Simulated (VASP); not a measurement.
These are PBE GGA + U (Dudarev), VASP's PBE PAW potentials (set 64) (plane waves; VASP) values and carry that method's errors.

The input files of a VASP run:

**INCAR**
```
SYSTEM = NiAl
PREC = Accurate
ENCUT = 400
EDIFF = 1E-6
NELM = 100
ALGO = Normal
LREAL = .FALSE.
LASPH = .TRUE.
ISMEAR = 1
SIGMA = 0.1
GGA = PE
LMAXMIX = 4
LWAVE = .FALSE.
LCHARG = .FALSE.
ISIF = 2
LDAU = .TRUE.
LDAUTYPE = 2
LDAUL = -1 2
LDAUU = 0 6.0
LDAUJ = 0 0
LDAUPRINT = 1
LORBIT = 10
```

POSCAR:
```
NiAl
1
    2.9478000000     0.0000000000     0.0000000000
    0.0000000000     2.9478000000     0.0000000000
    0.0000000000     0.0000000000     2.9478000000
Al Ni
1 1
Direct
  0.5000000000   0.5000000000   0.5000000000
  0.0000000000   0.0000000000   0.0000000000
```

### KPOINTS
```
kpoints
0
Gamma
11 11 11
```

POTCAR, in this order: Al Ni (PBE.64 set). Program: vasp_std.

What VASP printed:

**OSZICAR**
```
       N       E                     dE             d eps       ncg     rms          rms(c)
DAV:   1     0.393502480884E+02    0.39350E+02   -0.48763E+03  1136   0.109E+03
DAV:   2    -0.615877710257E+01   -0.45509E+02   -0.43071E+02  1128   0.188E+02
DAV:   3    -0.729308492333E+01   -0.11343E+01   -0.11303E+01  1332   0.414E+01
DAV:   4    -0.730755945137E+01   -0.14475E-01   -0.14471E-01  1272   0.411E+00
DAV:   5    -0.730793490508E+01   -0.37545E-03   -0.37545E-03  1264   0.676E-01    0.655E+00
DAV:   6    -0.752340778811E+01   -0.21547E+00   -0.10352E+01  1232   0.577E+01    0.575E+00
DAV:   7    -0.697864952397E+01    0.54476E+00   -0.34752E+00  1244   0.354E+01    0.147E+00
DAV:   8    -0.696468025333E+01    0.13969E-01   -0.86659E-02  1200   0.240E+00    0.446E-01
DAV:   9    -0.696336909702E+01    0.13112E-02   -0.10524E-02  1336   0.172E+00    0.824E-02
DAV:  10    -0.696342062421E+01   -0.51527E-04   -0.22131E-04  1288   0.204E-01    0.379E-02
DAV:  11    -0.696343495831E+01   -0.14334E-04   -0.58246E-05  1260   0.140E-01    0.545E-03
DAV:  12    -0.696343485573E+01    0.10258E-06   -0.27060E-06   770   0.238E-02
   1 F= -.69634349E+01 E0= -.69632769E+01  d E =-.473918E-03
```

### OUTCAR
```
------------------------ aborting loop because EDIFF is reached ----------------------------------------
  FORCE on cell =-STRESS in cart. coord.  units (eV):
  Direction    XX          YY          ZZ          XY          YZ          ZX
  --------------------------------------------------------------------------------------
  Total       -2.2739964     -2.2739964     -2.2739964     -0.0000000      0.0000000      0.0000000
  in kB     -142.2349444   -142.2349444   -142.2349444     -0.0000000      0.0000000      0.0000000
  external PRESSURE =    -142.2349444 kB  Pullay stress =       0.0000000 kB
  volume of cell :       25.61
      direct lattice vectors                 reciprocal lattice vectors
     2.947800000  0.000000000  0.000000000     0.339236040  0.000000000  0.000000000
     0.000000000  2.947800000  0.000000000     0.000000000  0.339236040  0.000000000
     0.000000000  0.000000000  2.947800000     0.000000000  0.000000000  0.339236040
 POSITION                                       TOTAL-FORCE (eV/Angst)
 -----------------------------------------------------------------------------------
      1.47390      1.47390      1.47390         0.000000      0.000000      0.000000
      0.00000      0.00000      0.00000         0.000000      0.000000      0.000000
 -----------------------------------------------------------------------------------
    total drift:                               -0.000000      0.000000     -0.000000
  FREE ENERGIE OF THE ION-ELECTRON SYSTEM (eV)
  ---------------------------------------------------
  free  energy   TOTEN  =        -6.9634348557 eV

  energy  without entropy=       -6.9629609380  energy(sigma->0) =       -6.96327688

 total charge

# of ion       s       p       d       tot
------------------------------------------
    1        0.380   0.370   0.000   0.750
    2        0.418   0.412   8.774   9.603
--------------------------------------------------
tot          0.798   0.782   8.774  10.353
```
(Selected blocks of OUTCAR.)

The compound is NiAl in the CsCl type structure. The cell was not relaxed at this level. The run is one of a series of settings (LDAU = .TRUE., LDAUJ = 0 0, LDAUL = -1 2, LDAUTYPE = 2, LDAUU = 0 6.0 against the base run), some of them coarse on purpose. The run is not spin-polarised, so no magnetic state was tried. The electron count is odd and the run is not spin-polarised, which forces a metal.
